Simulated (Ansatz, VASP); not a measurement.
# BaTiO3 in two plane-wave programs, part 2 of 3

Aim: how closely do two programs agree when they are given the same cell, functional and k mesh? The cell is taken from a series of runs on this material, whose earlier steps may have relaxed, scaled, displaced or heated it; both programs get it as it stands.

VASP 6.6.1 and Ansatz 0.2.0.

So far: The starting structure; VASP: zone-centre phonons, LDA.

## (2) VASP: zone-centre phonons, LDA (continued)

Level of this step: LDA, no spin polarisation; plane waves and PAW (O, Ti_sv, Ba_sv) (VASP).

OUTCAR, selected parts (step 2):

```text
ion  position               nearest neighbor table
   1  0.500  0.500  0.022-   4 1.86   4 2.12   5 2.78   5 2.78   5 2.78   5 2.78
   2  0.500  0.000  0.515-   4 1.97   4 1.97   5 2.75   5 2.75   5 2.83   5 2.83
   3  0.000  0.500  0.515-   4 1.97   4 1.97   5 2.75   5 2.75   5 2.83   5 2.83
   4  0.500  0.500  0.489-   1 1.86   2 1.97   3 1.97   2 1.97   3 1.97   1 2.12   5 3.39   5 3.39
                             5 3.39   5 3.39   5 3.44   5 3.44   5 3.44   5 3.44
   5  0.000  0.000  0.001-   2 2.75   3 2.75   3 2.75   2 2.75   1 2.78   1 2.78   1 2.78   1 2.78
                             2 2.83   3 2.83   3 2.83   2 2.83   4 3.39   4 3.39   4 3.39   4 3.39

  LATTYP: Found a simple tetragonal cell.
 ALAT       =     3.9269707458
 C/A-ratio  =     1.0121190189

 Subroutine GETGRP returns: Found  8 space group operations
 (whereof  8 operations were pure point group operations)

The static configuration has the point symmetry C_4v.

 Found     75 irreducible k-points:

   k-points           NKPTS =     75   k-points in BZ     NKDIM =     75   number of bands    NBANDS=     26

   dimension x,y,z NGX =    32 NGY =   32 NGZ =   32
   dimension x,y,z NGXF=    64 NGYF=   64 NGZF=   64

   ENCUT  =  600.0 eV  44.10 Ry    6.64 a.u.   7.84  7.84  7.94*2*pi/ulx,y,z

   NELECT =      40.0000    total number of electrons

 k-points in reciprocal lattice and weights: Automatic mesh
   0.00000000  0.00000000  0.00000000       0.002
   0.12500000  0.00000000  0.00000000       0.008
   0.25000000  0.00000000  0.00000000       0.008
   0.37500000  0.00000000  0.00000000       0.008
   0.50000000  0.00000000  0.00000000       0.004
   0.12500000  0.12500000  0.00000000       0.008
   0.25000000  0.12500000  0.00000000       0.016
   0.37500000  0.12500000  0.00000000       0.016
   0.50000000  0.12500000  0.00000000       0.008
[...]
2     0.00000     2.75176    -0.00000
    3     0.00000     0.00000     2.81072

 Eigenvectors and eigenvalues of the dynamical matrix
 ----------------------------------------------------

   1 f  =   15.557915 THz    97.753261 2PiTHz  518.956174 cm-1    64.342336 meV
             X         Y         Z           dx          dy          dz
      1.963485  1.963485  0.087853    -0.000000    0.000000   -0.844171
      1.963485  0.000000  2.048709    -0.000000   -0.000000    0.377191
      0.000000  1.963485  2.048709     0.000000    0.000000    0.377191
      1.963485  1.963485  1.943155     0.000000    0.000000    0.053199
      0.000000  0.000000  0.004323    -0.000000   -0.000000   -0.000219

   2 f  =   14.619198 THz    91.855133 2PiTHz  487.643969 cm-1    60.460119 meV
             X         Y         Z           dx          dy          dz
      1.963485  1.963485  0.087853    -0.446257   -0.002531    0.000000
      1.963485  0.000000  2.048709    -0.471729    0.004278   -0.000000
      0.000000  1.963485  2.048709     0.754183   -0.002676    0.000000
      1.963485  1.963485  1.943155     0.097467    0.000553    0.000000
      0.000000  0.000000  0.004323    -0.001489   -0.000008    0.000000

   3 f  =   14.619198 THz    91.855133 2PiTHz  487.643969 cm-1    60.460119 meV
             X         Y         Z           dx          dy          dz
      1.963485  1.963485  0.087853     0.002531   -0.446257   -0.000000
      1.963485  0.000000  2.048709     0.002676    0.754183    0.000000
      0.000000  1.963485  2.048709    -0.004278   -0.471729    0.000000
      1.963485  1.963485  1.943155    -0.000553    0.097467    0.000000
      0.000000  0.000000  0.004323     0.000008   -0.001489    0.000000

   4 f  =    8.957488 THz    56.281555 2PiTHz  298.789627 cm-1    37.045176 meV
             X         Y         Z           dx          dy          dz
      1.963485  1.963485  0.087853    -0.000000   -0.000000    0.000000
      1.963485  0.000000  2.048709    -0.000000    0.000000    0.707107
      0.000000  1.963485  2.048709     0.000000    0.000000   -0.707107
      1.963485  1.963485  1.943155     0.000000    0.000000   -0.000000
      0.000000  0.000000  0.004323    -0.000000   -0.000000    0.000000

   5 f  =    8.928211 THz    56.097606 2PiTHz  297.813072 cm-1    36.924098 meV
             X         Y         Z           dx          dy          dz
      1.963485  1.963485  0.087853     0.679296   -0.287767    0.000000
      1.963485  0.000000  2.048709    -0.620916   -0.006854   -0.000000
      0.000000  1.963485  2.048709     0.016180    0.263036    0.000000
      1.963485  1.963485  1.943155    -0.020378    0.008632   -0.000000
      0.000000  0.000000  0.004323    -0.013756    0.005827   -0.000000

   6 f  =    8.928211 THz    56.097606 2PiTHz  297.813072 cm-1    36.924098 meV
             X         Y         Z           dx          dy          dz
      1.963485  1.963485  0.087853    -0.287767   -0.679296    0.000000
      1.963485  0.000000  2.048709     0.263036   -0.016180   -0.000000
      0.000000  1.963485  2.048709    -0.006854    0.620916    0.000000
      1.963485  1.963485  1.943155     0.008632    0.020378   -0.000000
      0.000000  0.000000  0.004323     0.005827    0.013756   -0.000000

   7 f  =    8.298450 THz    52.140697 2PiTHz  276.806485 cm-1    34.319615 meV
             X         Y         Z           dx          dy          dz
      1.963485  1.963485  0.087853     0.000000   -0.000000   -0.320149
      1.963485  0.000000  2.048709     0.000000   -0.000000   -0.410912
      0.000000  1.963485  2.048709     0.000000   -0.000000   -0.410912
      1.963485  1.963485  1.943155     0.000000   -0.000000    0.746494
      0.000000  0.000000  0.004323    -0.000000    0.000000   -0.050532

   8 f  =    5.700627 THz    35.818096 2PiTHz  190.152448 cm-1    23.575888 meV
             X         Y         Z           dx          dy          dz
      1.963485  1.963485  0.087853     0.291935   -0.033190    0.000000
      1.963485  0.000000  2.048709     0.323456   -0.034462   -0.000000
      0.000000  1.963485  2.048709     0.303119   -0.036774   -0.000000
      1.963485  1.963485  1.943155     0.546909   -0.062178    0.000000
      0.000000  0.000000  0.004323    -0.637494    0.072477   -0.000000

   9 f  =    5.700627 THz    35.818096 2PiTHz  190.152448 cm-1    23.575888 meV
             X         Y         Z           dx          dy          dz
      1.963485  1.963485  0.087853     0.033190    0.291935   -0.000000
      1.963485  0.000000  2.048709     0.036774    0.303119   -0.000000
      0.000000  1.963485  2.048709     0.034462    0.323456   -0.000000
      1.963485  1.963485  1.943155     0.062178    0.546909   -0.000000
      0.000000  0.000000  0.004323    -0.072477   -0.637494    0.000000

  10 f  =    5.611264 THz    35.256612 2PiTHz  187.171622 cm-1    23.206313 meV
             X         Y         Z           dx          dy          dz
      1.963485  1.963485  0.087853    -0.000000   -0.000000   -0.340539
      1.963485  0.000000  2.048709    -0.000000   -0.000000   -0.346721
      0.000000  1.963485  2.048709    -0.000000   -0.000000   -0.346721
      1.963485  1.963485  1.943155    -0.000000   -0.000000   -0.484470
      0.000000  0.000000  0.004323     0.000000    0.000000    0.639447

  11 f  =    0.082807 THz     0.520293 2PiTHz    2.762153 cm-1     0.342463 meV
             X         Y         Z           dx          dy          dz
      1.963485  1.963485  0.087853     0.033922    0.225188    0.000000
      1.963485  0.000000  2.048709     0.032834    0.204167    0.000000
      0.000000  1.963485  2.048709     0.030755    0.217966    0.000000
      1.963485  1.963485  1.943155     0.077984    0.517688    0.000000
      0.000000  0.000000  0.004323     0.113720    0.754922    0.000000

  12 f  =    0.082807 THz     0.520293 2PiTHz    2.762153 cm-1     0.342463 meV
             X         Y         Z           dx          dy          dz
      1.963485  1.963485  0.087853     0.225188   -0.033922   -0.000000
      1.963485  0.000000  2.048709     0.217966   -0.030755   -0.000000
      0.000000  1.963485  2.048709     0.204167   -0.032834   -0.000000
      1.963485  1.963485  1.943155     0.517688   -0.077984   -0.000000
      0.000000  0.000000  0.004323     0.754922   -0.113720   -0.000000

  13 f/i=    0.007384 THz     0.046396 2PiTHz    0.246309 cm-1     0.030538 meV
             X         Y         Z           dx          dy          dz
      1.963485  1.963485  0.087853     0.000000    0.000000   -0.262514
      1.963485  0.000000  2.048709     0.000000    0.000000   -0.262037
      0.000000  1.963485  2.048709     0.000000    0.000000   -0.262037
      1.963485  1.963485  1.943155     0.000000    0.000000   -0.452995
      0.000000  0.000000  0.004323     0.000000    0.000000   -0.767173

  14 f/i=    0.790123 THz     4.964491 2PiTHz   26.355674 cm-1     3.267686 meV
             X         Y         Z           dx          dy          dz
      1.963485  1.963485  0.087853     0.006436    0.344043   -0.000000
      1.963485  0.000000  2.048709     0.007670    0.543211   -0.000000
      0.000000  1.963485  2.048709     0.010162    0.410021   -0.000000
      1.963485  1.963485  1.943155    -0.012019   -0.642501   -0.000000
      0.000000  0.000000  0.004323     0.001360    0.072675   -0.000000

  15 f/i=    0.790123 THz     4.964491 2PiTHz   26.355674 cm-1     3.267686 meV
             X         Y         Z           dx          dy          dz
      1.963485  1.963485  0.087853    -0.344043    0.006436    0.000000
      1.963485  0.000000  2.048709    -0.410021    0.010162    0.000000
      0.000000  1.963485  2.048709    -0.543211    0.007670    0.000000
      1.963485  1.963485  1.943155     0.642501   -0.012019    0.000000
      0.000000  0.000000  0.004323    -0.072675    0.001360    0.000000

 MACROSCOPIC STATIC DIELECTRIC TENSOR IONIC CONTRIBUTION
 ------------------------------------------------------
        4336.647300     0.000000    -0.000000
           0.000000  4336.647300     0.000000
          -0.000000     0.000000    30.235233
 ------------------------------------------------------

 ELASTIC MODULI CONTR FROM IONIC RELAXATION (kBar)
 Direction    XX          YY          ZZ          XY          YZ          ZX
 --------------------------------------------------------------------------------
 XX         -52.3827     25.9346   -103.7300      0.0000      0.0000      0.0000
 YY          25.9346    -52.3827   -103.7300      0.0000      0.0000      0.0000
 ZZ        -103.7300   -103.7300  -1496.4921      0.0000     -0.0000     -0.0000
 XY           0.0000      0.0000      0.0000      0.0000      0.0000      0.0000
 YZ           0.0000      0.0000     -0.0000      0.0000  -1342.4992      0.0000
 ZX           0.0000      0.0000     -0.0000      0.0000      0.0000   -271.4758
 --------------------------------------------------------------------------------

 PIEZOELECTRIC TENSOR IONIC CONTR  for field in x, y, z        (C/m^2)
          XX          YY          ZZ          XY          YZ          ZX
  --------------------------------------------------------------------------------
  x    -0.00000    -0.00000     0.00000     0.00000    -0.00000    32.04950
  y     0.00000     0.00000    -0.00000     0.00000   -71.57439     0.00000
  z    -0.30296    -0.30296    -5.80288     0.00000    -0.00000    -0.00000
```

With imaginary modes the cell is no minimum, so the ionic parts of its dielectric, piezoelectric and elastic tensors have no meaning.

(Continued in part 3 of 3.)

[Lines on the potential files, build, host, timing and source positions are cut from VASP's logs without a mark.]

[Logs are printed without paths, hosts, clocks, repeated set-up lines and the standing remarks that a program may print on its own settings, such as how far it seeks lower states.]

[Hosts, paths, dates, database ids (printed as entryN), source tags and the programs' standing remarks are cut or masked in the printed files.]
